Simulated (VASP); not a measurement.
Given:

```
CELL_PARAMETERS angstrom
      0.00000     2.49955     2.49955
      2.49955     0.00000     2.49955
      2.49955     2.49955     0.00000
ATOMIC_POSITIONS crystal
  Li 0.00000 0.00000 0.00000
  Cl 0.50000 0.50000 0.50000
```

Method: PBE GGA, VASP's PBE PAW potentials (set 64) (plane waves; VASP). Numerical set-up: PREC = Normal, 500 eV cut-off, 4×4×4 Γ-centred mesh, Gaussian smearing of 0.010 eV, potentials Li_sv_GW Cl_GW.

### Question
Give the stress tensor in GPa (positive for a compressed cell).

### Answer

```
2.82  0.00  0.00
0.00  2.82  0.00
0.00  0.00  2.82
```
The pressure is its mean diagonal, 2.82 GPa.

The compound is LiCl in the rock salt structure. This cell is one point of a volume scan, at 0.92 of the reference volume. The k-mesh is coarse (spacing up to 0.54 per Å, 2π included), so the numbers may not be converged in it.
